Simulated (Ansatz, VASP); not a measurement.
**One calculation of CaZr, two programs**

```
Ca Zr
1.0
     3.87625    0.00000    0.00000
     0.00000    3.87625    0.00000
     0.00000    0.00000    3.87625
Ca Zr
1 1
Cartesian
  1.9381 1.9381 1.9381
  0.0000 0.0000 0.0000
```

Change from the starting cell: species swapped into the TmMg type (Pm-3m, No. 221).

Alike in both runs: task relaxation of cell and atoms; functional PBE; k mesh 14 × 14 × 14; occupations gaussian, width 0.1 eV; no spin polarisation.

|  | VASP | Ansatz |
| --- | --- | --- |
| version | VASP 6.6.1 | Ansatz 0.2.0 |
| potentials or method | VASP PAW PBE potentials, release 64 (Ca_sv, Zr_sv) | scalar-relativistic, plane waves, PAW |
| plane-wave cutoff (eV) | 600 | 420 |
| valence electrons in the cell | 22 | 22 |

```tsv
	VASP	Ansatz	Ansatz less VASP
gap on the k mesh at the Fermi level, each at its own relaxed structure (eV)	none	none	-
relaxed volume (Å³/atom)	28.91	28.89	-0.025
relaxed cell length with the largest relative difference (Å)	3.867	3.866	-0.0011
```

A gap of «none» marks a metal or a gap that the smearing closes.
